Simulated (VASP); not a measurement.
Output of a VASP run:

**OSZICAR**
```
       N       E                     dE             d eps       ncg     rms          rms(c)
DAV:   1     0.494131889623E+02    0.49413E+02   -0.56395E+03   918   0.904E+02
DAV:   2    -0.187185732222E+02   -0.68132E+02   -0.64196E+02   945   0.206E+02
DAV:   3    -0.212189241563E+02   -0.25004E+01   -0.24583E+01  1170   0.437E+01
DAV:   4    -0.212587140281E+02   -0.39790E-01   -0.39765E-01  1081   0.559E+00
DAV:   5    -0.212595902246E+02   -0.87620E-03   -0.87604E-03  1171   0.822E-01    0.174E+01
DAV:   6    -0.257147920362E+02   -0.44552E+01   -0.56845E+01   990   0.179E+02    0.242E+01
DAV:   7    -0.190713526756E+02    0.66434E+01   -0.16774E+01  1098   0.111E+02    0.409E+00
DAV:   8    -0.190233075431E+02    0.48045E-01   -0.22117E+00  1346   0.240E+01    0.288E+00
DAV:   9    -0.189633465527E+02    0.59961E-01   -0.33313E-01  1101   0.119E+01    0.671E-01
DAV:  10    -0.189600556630E+02    0.32909E-02   -0.18798E-02  1196   0.316E+00    0.230E-01
DAV:  11    -0.189599596638E+02    0.95999E-04   -0.12210E-03  1145   0.363E-01    0.610E-02
DAV:  12    -0.189599826870E+02   -0.23023E-04   -0.10559E-04  1410   0.197E-01    0.294E-02
DAV:  13    -0.189599727001E+02    0.99869E-05   -0.33295E-05  1224   0.135E-01    0.112E-02
DAV:  14    -0.189599726423E+02    0.57861E-07   -0.32699E-06   960   0.169E-02
   1 F= -.18959973E+02 E0= -.18954708E+02  d E =-.105289E-01
```

File OUTCAR:
```
------------------------ aborting loop because EDIFF is reached ----------------------------------------
  FORCE on cell =-STRESS in cart. coord.  units (eV):
  Direction    XX          YY          ZZ          XY          YZ          ZX
  --------------------------------------------------------------------------------------
  Total        1.1965910      1.1965910      1.1965910      0.0000000      0.0000000     -0.0000000
  in kB       50.4160580     50.4160580     50.4160580      0.0000000      0.0000000     -0.0000000
  external PRESSURE =      50.4160580 kB  Pullay stress =       0.0000000 kB
  volume of cell :       38.03
      direct lattice vectors                 reciprocal lattice vectors
     0.000000000  2.669024000  2.669024000    -0.187334396  0.187334396  0.187334396
     2.669024000  0.000000000  2.669024000     0.187334396 -0.187334396  0.187334396
     2.669024000  2.669024000  0.000000000     0.187334396  0.187334396 -0.187334396
 POSITION                                       TOTAL-FORCE (eV/Angst)
 -----------------------------------------------------------------------------------
      1.33451      1.33451      1.33451        -0.000000     -0.000000      0.000000
      4.00354      4.00354      4.00354         0.000000      0.000000     -0.000000
      0.00000      0.00000      0.00000         0.000000     -0.000000     -0.000000
 -----------------------------------------------------------------------------------
    total drift:                               -0.000000      0.000000      0.000000
  FREE ENERGIE OF THE ION-ELECTRON SYSTEM (eV)
  ---------------------------------------------------
  free  energy   TOTEN  =       -18.9599726423 eV

  energy  without entropy=      -18.9494437410  energy(sigma->0) =      -18.95470819
```
(Selected blocks of OUTCAR.)

File POSCAR:
```
NiSi2
1
    0.0000000000     2.6690240000     2.6690240000
    2.6690240000     0.0000000000     2.6690240000
    2.6690240000     2.6690240000     0.0000000000
Si Ni
2 1
Direct
  0.2500000000   0.2500000000   0.2500000000
  0.7500000000   0.7500000000   0.7500000000
  0.0000000000   0.0000000000   0.0000000000
```

**Question.** Reconstruct the remaining input files.

**Answer.** One answer among several that fit: the input of the run itself, PBEsol GGA, plane waves, VASP's PBE PAW potentials (set 64).

**KPOINTS**
```
Automatic mesh
0
Gamma
9 9 9
0 0 0
```

INCAR:
```
! general
SYSTEM   =  NiSi2
PREC     =  Accurate
ENCUT    =  300   ! plane-wave cut-off (eV)
LREAL    =  .False.   ! projection in real space or not
LASPH    =  .True.

! electronic loop
EDIFF    =  1E-6
NELM     =  100
ALGO     =  Normal   ! blocked Davidson
LMAXMIX  =  4

! smearing
ISMEAR   =  0
SIGMA    =  0.136   ! width (eV)

! functional
GGA      =  PS   ! PBEsol

! ions
ISIF     =  2   ! forces and stress, cell fixed

! output
LWAVE    =  .False.
LCHARG   =  .False.
```

POTCAR, in this order: Si Ni (PBE.64 set). Program: vasp_std.

At this cut-off the stress carries a Pulay error, which pulls relaxed volumes low.

The structure is a typed NiSi2 crystal. The cell was not relaxed at this level. The run is one of a series of settings (GGA = PS against the base run), some of them coarse on purpose. The run is not spin-polarised, so no magnetic state was tried.
